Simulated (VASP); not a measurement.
Calculation: PBEsol GGA, VASP's PBE PAW potentials (set 64) (plane waves; VASP).

VASP input:

File KPOINTS:
```
Regular mesh
0
G
 13 13 10
0 0 0
```

**INCAR**
```
EDIFF = 1E-7
ISMEAR = 1   # Methfessel-Paxton
LMAXMIX = 6   # l cut-off of mixed one-centre charges
PREC = Accurate
MAGMOM = 2.9 0.3
LORBIT = 10
EDIFFG = -0.01
ISPIN = 2   # spin-polarised
SIGMA = 0.1
LWAVE = .FALSE.
ISIF = 4   # ions and shape, fixed volume
SYSTEM = FePt
LASPH = .TRUE.   # aspherical one-centre terms
LCHARG = .FALSE.
NELM = 100   # most electronic steps
IBRION = 2   # conjugate gradients
GGA = PS   # PBEsol
NSW = 30
ENCUT = 520
ALGO = Normal   # blocked Davidson
LREAL = .FALSE.
```

**POSCAR**
```
FePt
1.0
  2.7390301852   0.0000000000   0.0000000000
  0.0000000000   2.7390301852   0.0000000000
  0.0000000000   0.0000000000   3.7871284556
Fe Pt
1 1
Direct
  0.0000000000   0.0000000000   0.0000000000
  0.5000000000   0.5000000000   0.5000000000
```

POTCAR, in this order: Fe Pt (PBE.64 set). Program: vasp_std.

Output of the run:

File OUTCAR:
```
 ion  position               nearest neighbor table
   1  0.000  0.000  0.000-   2 2.71   2 2.71   2 2.71   2 2.71   2 2.71   2 2.71   2 2.71   2 2.71
  LATTYP: Found a simple tetragonal cell.
 ALAT       =     2.7390301852
 C/A-ratio  =     1.3826530558
 Subroutine PRICEL returns:
 Original cell was already a primitive cell.
 Subroutine GETGRP returns: Found 16 space group operations
The static configuration has the point symmetry D_4h.
The dynamic configuration has the point symmetry D_4h.
The overall configuration has the point symmetry D_4h.
 Subroutine INISYM returns: Found 16 space group operations
 Subroutine IBZKPT returns following result:
 Found    168 irreducible k-points:

 Following reciprocal coordinates:
            Coordinates               Weight
  0.000000  0.000000  0.000000      1.000000
  0.076923  0.000000  0.000000      4.000000
  0.153846  0.000000  0.000000      4.000000
  0.230769  0.000000  0.000000      4.000000
  0.307692  0.000000  0.000000      4.000000
  0.384615  0.000000  0.000000      4.000000
  0.461538  0.000000  0.000000      4.000000
  0.076923  0.076923  0.000000      4.000000
  0.153846  0.076923  0.000000      8.000000
  0.230769  0.076923  0.000000      8.000000
  0.307692  0.076923  0.000000      8.000000
  0.384615  0.076923  0.000000      8.000000
  0.461538  0.076923  0.000000      8.000000
  0.153846  0.153846  0.000000      4.000000
  0.230769  0.153846  0.000000      8.000000
  0.307692  0.153846  0.000000      8.000000
  0.384615  0.153846  0.000000      8.000000
  0.461538  0.153846  0.000000      8.000000
  0.230769  0.230769  0.000000      4.000000
  0.307692  0.230769  0.000000      8.000000
  0.384615  0.230769  0.000000      8.000000
  0.461538  0.230769  0.000000      8.000000
  0.307692  0.307692  0.000000      4.000000
  0.384615  0.307692  0.000000      8.000000
  0.461538  0.307692  0.000000      8.000000
  0.384615  0.384615  0.000000      4.000000
  0.461538  0.384615  0.000000      8.000000
  0.461538  0.461538  0.000000      4.000000
  0.000000  0.000000  0.100000      2.000000
  0.076923  0.000000  0.100000      8.000000
  0.153846  0.000000  0.100000      8.000000
  0.230769  0.000000  0.100000      8.000000
  0.307692  0.000000  0.100000      8.000000
  0.384615  0.000000  0.100000      8.000000
  0.461538  0.000000  0.100000      8.000000
  0.076923  0.076923  0.100000      8.000000
  0.153846  0.076923  0.100000     16.000000
  0.230769  0.076923  0.100000     16.000000
  0.307692  0.076923  0.100000     16.000000
  0.384615  0.076923  0.100000     16.000000
   k-points           NKPTS =    168   k-points in BZ     NKDIM =    168   number of bands    NBANDS=     15
   number of dos      NEDOS =    301   number of ions     NIONS =      2
   total plane-waves  NPLWV =  11200
   dimension x,y,z NGX =    20 NGY =   20 NGZ =   28
   dimension x,y,z NGXF=    40 NGYF=   40 NGZF=   56
   ions per type =               1   1
   PREC   = accura    normal or accurate (medium, high low for compatibility)
   ISTART =      0    job   : 0-new  1-cont  2-samecut
   ICHARG =      2    charge: 1-file 2-atom 10-const
   ISPIN  =      2    spin polarized calculation?
   LNONCOLLINEAR =      F non collinear calculations
   LSORBIT =      F    spin-orbit coupling
   INIWAV =      1    electr: 0-lowe 1-rand  2-diag
   ENCUT  =  520.0 eV  38.22 Ry    6.18 a.u.   5.09  5.09  7.04*2*pi/ulx,y,z
   NELM   =    100;   NELMIN=  2; NELMDL= -5     # of ELM steps
   EDIFF  = 0.1E-06   stopping-criterion for ELM
   LREAL  =      F    real-space projection
   NLSPLINE    = F    spline interpolate recip. space projectors
...
```

**OSZICAR**
```
       N       E                     dE             d eps       ncg     rms          rms(c)
DAV:   1     0.915410828013E+02    0.91541E+02   -0.87338E+03 10408   0.131E+03
DAV:   2    -0.144236343597E+02   -0.10596E+03   -0.94735E+02 10332   0.254E+02
DAV:   3    -0.179041416908E+02   -0.34805E+01   -0.33644E+01 12572   0.554E+01
DAV:   4    -0.179404502516E+02   -0.36309E-01   -0.36286E-01 11511   0.487E+00
DAV:   5    -0.179414189772E+02   -0.96873E-03   -0.96871E-03 13380   0.905E-01    0.167E+01
DAV:   6    -0.197095667349E+02   -0.17681E+01   -0.17742E+01 10985   0.911E+01    0.280E+01
DAV:   7    -0.163432119756E+02    0.33664E+01   -0.11820E+01 12833   0.867E+01    0.872E+00
DAV:   8    -0.163356793668E+02    0.75326E-02   -0.52427E-01 11948   0.107E+01    0.427E+00
DAV:   9    -0.162483093406E+02    0.87370E-01   -0.12990E-01 14815   0.752E+00    0.180E+00
DAV:  10    -0.162334851225E+02    0.14824E-01   -0.43004E-02 15124   0.423E+00    0.676E-01
DAV:  11    -0.162326280858E+02    0.85704E-03   -0.19865E-03 12918   0.652E-01    0.291E-01
DAV:  12    -0.162323525363E+02    0.27555E-03   -0.28711E-04 14447   0.265E-01    0.578E-02
DAV:  13    -0.162323622260E+02   -0.96898E-05   -0.39803E-05 12318   0.945E-02    0.318E-02
DAV:  14    -0.162323624696E+02   -0.24356E-06   -0.14570E-06 13302   0.163E-02    0.183E-02
DAV:  15    -0.162323616010E+02    0.86855E-06   -0.21396E-06 13755   0.393E-02    0.545E-03
DAV:  16    -0.162323616597E+02   -0.58680E-07   -0.57415E-07 11171   0.140E-02
   1 F= -.16232362E+02 E0= -.16232213E+02  d E =-.162324E+02  mag=     3.2916
       N       E                     dE             d eps       ncg     rms          rms(c)
DAV:   1    -0.162326851331E+02   -0.32353E-03   -0.14367E-02 11284   0.969E-01    0.106E-01
DAV:   2    -0.162326146910E+02    0.70442E-04   -0.77535E-04 13619   0.669E-01    0.141E-01
DAV:   3    -0.162324852007E+02    0.12949E-03   -0.42898E-04 12884   0.560E-01    0.555E-02
DAV:   4    -0.162324489551E+02    0.36246E-04   -0.58578E-05 13520   0.876E-02    0.212E-02
DAV:   5    -0.162324479660E+02    0.98910E-06   -0.47418E-06 14478   0.397E-02    0.683E-03
DAV:   6    -0.162324476881E+02    0.27788E-06   -0.27852E-07  9673   0.583E-03    0.316E-03
DAV:   7    -0.162324476467E+02    0.41396E-07   -0.64041E-08  5792   0.289E-03
   2 F= -.16232448E+02 E0= -.16232322E+02  d E =-.859870E-04  mag=     3.2869
       N       E                     dE             d eps       ncg     rms          rms(c)
DAV:   1    -0.162325715279E+02   -0.12384E-03   -0.64861E-03 11263   0.651E-01    0.716E-02
DAV:   2    -0.162325441683E+02    0.27360E-04   -0.36477E-04 13605   0.460E-01    0.992E-02
DAV:   3    -0.162324807795E+02    0.63389E-04   -0.20267E-04 12892   0.384E-01    0.368E-02
DAV:   4    -0.162324646923E+02    0.16087E-04   -0.25965E-05 13454   0.568E-02    0.146E-02
DAV:   5    -0.162324641778E+02    0.51451E-06   -0.21668E-06 14470   0.272E-02    0.469E-03
DAV:   6    -0.162324640456E+02    0.13224E-06   -0.12130E-07  6435   0.393E-03    0.215E-03
DAV:   7    -0.162324640240E+02    0.21604E-07   -0.34892E-08  5404   0.211E-03
   3 F= -.16232464E+02 E0= -.16232351E+02  d E =-.102364E-03  mag=     3.2839
```

**OUTCAR**
```
------------------------ aborting loop because EDIFF is reached ----------------------------------------
  FORCE on cell =-STRESS in cart. coord.  units (eV):
  Direction    XX          YY          ZZ          XY          YZ          ZX
  --------------------------------------------------------------------------------------
  Total       -2.1128046     -2.1128046     -2.1129459      0.0000000     -0.0000000     -0.0000000
  in kB     -119.1423708   -119.1423708   -119.1503417      0.0000000     -0.0000000     -0.0000000
  external PRESSURE =    -119.1450277 kB  Pullay stress =       0.0000000 kB
  volume of cell :       28.41
      direct lattice vectors                 reciprocal lattice vectors
     2.735810923  0.000000000 -0.000000000     0.365522336  0.000000000  0.000000000
     0.000000000  2.735810923 -0.000000000     0.000000000  0.365522336  0.000000000
    -0.000000000 -0.000000000  3.796046420     0.000000000  0.000000000  0.263431974
 POSITION                                       TOTAL-FORCE (eV/Angst)
 -----------------------------------------------------------------------------------
      0.00000      0.00000      0.00000         0.000000      0.000000      0.000000
      1.36791      1.36791      1.89802        -0.000000     -0.000000      0.000000
 -----------------------------------------------------------------------------------
    total drift:                               -0.000000      0.000000      0.000000
  FREE ENERGIE OF THE ION-ELECTRON SYSTEM (eV)
  ---------------------------------------------------
  free  energy   TOTEN  =       -16.2324640240 eV

  energy  without entropy=      -16.2321263811  energy(sigma->0) =      -16.23235148

 total charge

# of ion       s       p       d       tot
------------------------------------------
    1        0.400   0.430   6.099   6.929
    2        0.694   0.629   8.031   9.355
--------------------------------------------------
tot          1.094   1.059  14.130  16.284

 magnetization (x)

# of ion       s       p       d       tot
------------------------------------------
    1        0.002  -0.006   2.939   2.935
    2       -0.024  -0.065   0.415   0.326
--------------------------------------------------
tot         -0.022  -0.071   3.354   3.260

 reached required accuracy - stopping structural energy minimisation
```
(Selected blocks of OUTCAR.)

**CONTCAR**
```
FePt
   1.00000000000000
     2.7358109231283834    0.0000000000000000   -0.0000000000000000
     0.0000000000000000    2.7358109231283834   -0.0000000000000000
    -0.0000000000000000   -0.0000000000000000    3.7960464199154837
  Fe              Pt
     1     1
Direct
     0.0000000000000000    0.0000000000000000    0.0000000000000000
     0.5000000000000000    0.5000000000000000    0.5000000000000000
```

**OUTCAR**
```
 val. band max:        8.0886760934   @ k =   0.4615   0.0000   0.1000

 cond. band min:       8.0999837774   @ k =   0.3077   0.1538   0.2000


 Fermi energy:         8.0973382158

 spin component 1

 k-point     1 :       0.0000    0.0000    0.0000
  band No.  band energies     occupation
      1      -1.3012      1.00000
      2       1.9746      1.00000
      3       2.1507      1.00000
      4       4.7991      1.00000
      5       4.7991      1.00000
      6       5.1948      1.00000
      7       6.0747      1.00000
      8       6.1766      1.00000
      9       7.6344      1.00000
     10       7.6905      1.00000
     11       7.6905      1.00000
     12      10.1077      0.00000
     13      17.2307      0.00000
     14      19.7474      0.00000
     15      19.7474      0.00000

 k-point     2 :       0.0769    0.0000    0.0000
  band No.  band energies     occupation
      1      -1.1493      1.00000
      2       2.0597      1.00000
      3       2.2497      1.00000
      4       4.7374      1.00000
      5       4.8409      1.00000
      6       5.2360      1.00000
      7       6.0395      1.00000
      8       6.1776      1.00000
      9       7.2058      1.00000
     10       7.4993      1.00000
     11       7.6536      1.00000
     12      10.7332      0.00000
     13      17.1345      0.00000
     14      18.9383      0.00000
     15      20.0249      0.00000

 k-point     3 :       0.1538    0.0000    0.0000
  band No.  band energies     occupation
      1      -0.7122      1.00000
      2       2.2577      1.00000
      3       2.5788      1.00000
      4       4.5586      1.00000
      5       4.9635      1.00000
      6       5.3261      1.00000
      7       5.9439      1.00000
      8       6.2132      1.00000
      9       6.3799      1.00000
     10       7.1463      1.00000
     11       7.5448      1.00000
     12      11.9907      0.00000
     13      16.4151      0.00000
...
```

Unless said otherwise, spin-orbit coupling is left out, though it shifts the bands of the heavy elements here.

The compound is FePt in the L1_0 structure. This cell is one point of a volume scan, at 1.06 of the reference volume. Symmetry was kept, so distortions that lower it aren't found.
